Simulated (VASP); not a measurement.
VASP input:

### KPOINTS
```
Automatic mesh
0
Gamma
12 12 12
0 0 0
```

### POSCAR
```
CoAl
1
    2.8498343050     0.0000000000    -0.0000000000
    0.0000000000     2.8498343050    -0.0000000000
    0.0000000000     0.0000000000     2.8498343050
Al Co
1 1
Direct
  0.5000000000   0.5000000000   0.5000000000
  0.0000000000   0.0000000000   0.0000000000
```

### INCAR
```
IBRION = 2   ! conjugate gradients
NELM = 100
ALGO = Normal   ! blocked Davidson
EDIFFG = -0.01   ! ionic stop
LREAL = .FALSE.   ! projection in real space or not
PREC = Accurate
GGA = PE   ! PBE
ENCUT = 480   ! plane-wave cut-off (eV)
PSTRESS = 300
EDIFF = 1E-7
SIGMA = 0.1
ISMEAR = 1
LMAXMIX = 4
ISIF = 3   ! ions, shape and volume
NSW = 40   ! most ionic steps
LASPH = .TRUE.
SYSTEM = CoAl
LWAVE = .FALSE.
LCHARG = .FALSE.
```

POTCAR, in this order: Al Co (PBE.64 set). Program: vasp_std.

Task: Write an equivalent input for Quantum ESPRESSO's pw.x.

Result: One equivalent input (not run):
```
&CONTROL
  calculation = 'vc-relax'
  pseudo_dir = './pseudo'
  outdir = './out'
  tprnfor = .true.
  tstress = .true.
  nstep = 40
  forc_conv_thr = 0.00039
/
&SYSTEM
  ibrav = 0
  nat = 2
  ntyp = 2
  ecutwfc = 96
  occupations = 'smearing'
  smearing = 'methfessel-paxton'
  degauss = 0.00735
  input_dft = 'pbe'
/
&ELECTRONS
  conv_thr = 7.3e-09
  electron_maxstep = 100
/
&IONS
/
&CELL
  press = 300
/
ATOMIC_SPECIES
  Al 26.982 Al.upf
  Co 58.933 Co.upf
CELL_PARAMETERS angstrom
     2.8498343    0.0000000   -0.0000000
     0.0000000    2.8498343   -0.0000000
     0.0000000    0.0000000    2.8498343
ATOMIC_POSITIONS crystal
  Al   0.5000000  0.5000000  0.5000000
  Co   0.0000000  0.0000000  0.0000000
K_POINTS automatic
  12 12 12 0 0 0
```
Limits of the translation: the potentials are each code's own (VASP's PAW set, PseudoDojo norm-conserving files in pw.x), so ENCUT and ecutwfc are chosen apart and not converted; conv_thr bounds pw.x's estimated SCF error, while EDIFF bounds the energy change between steps; forc_conv_thr acts on force components and is met together with etot_conv_thr.

The compound is CoAl in the CsCl type structure. This run relaxes it under an external pressure of 30 GPa. Symmetry was kept, so distortions that lower it aren't found.
